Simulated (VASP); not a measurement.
```
CELL_PARAMETERS angstrom
      0.00000     1.81917     1.81917
      1.81917     0.00000     1.81917
      1.81917     1.81917     0.00000
ATOMIC_POSITIONS crystal
  C  0.00000 0.00000 0.00000
  C  0.25000 0.25000 0.25000
```

The base run (VASP): PBE GGA, plane waves, VASP's PBE PAW potentials (set 64). Run with 520 eV cut-off, 11×11×11 Γ-centred mesh, Gaussian smearing of 0.050 eV, potentials C.

One setting is varied; ΔE counts from the most expensive setting. The base run took about 4 core-seconds. The timings are rough (shared machines, no repeats); factors under 2 mean little.

The pressure holds a Pulay error that falls with the cut-off, as the column shows.

```json
[
 {"setting": "ENCUT = 250", "cost over the base run": "within a factor of 2", "electronic steps": "11", "ΔE (meV/atom)": "-138.9", "pressure (GPa)": "-65.48"},
 {"setting": "ENCUT = 350", "cost over the base run": "within a factor of 2", "electronic steps": "11", "ΔE (meV/atom)": "-5.3", "pressure (GPa)": "-32.40"},
 {"setting": "ENCUT = 400", "cost over the base run": "within a factor of 2", "electronic steps": "11", "ΔE (meV/atom)": "2.7", "pressure (GPa)": "-25.43"},
 {"setting": "ENCUT = 500", "cost over the base run": "within a factor of 2", "electronic steps": "11", "ΔE (meV/atom)": "5.7", "pressure (GPa)": "-21.15"},
 {"setting": "base run", "cost over the base run": "reference", "electronic steps": "11", "ΔE (meV/atom)": "5.8", "pressure (GPa)": "-21.23"},
 {"setting": "ENCUT = 700", "cost over the base run": "within a factor of 2", "electronic steps": "11", "ΔE (meV/atom)": "1.5", "pressure (GPa)": "-21.99"},
 {"setting": "ENCUT = 750", "cost over the base run": "within a factor of 2", "electronic steps": "11", "ΔE (meV/atom)": "0.7", "pressure (GPa)": "-21.90"},
 {"setting": "ENCUT = 800", "cost over the base run": "within a factor of 2", "electronic steps": "11", "ΔE (meV/atom)": "0.0", "pressure (GPa)": "-21.76"}
]
```

Left out are runs that failed, have no time on record or changed the cell.

The compound is C in the diamond structure. The cell was not relaxed at this level.
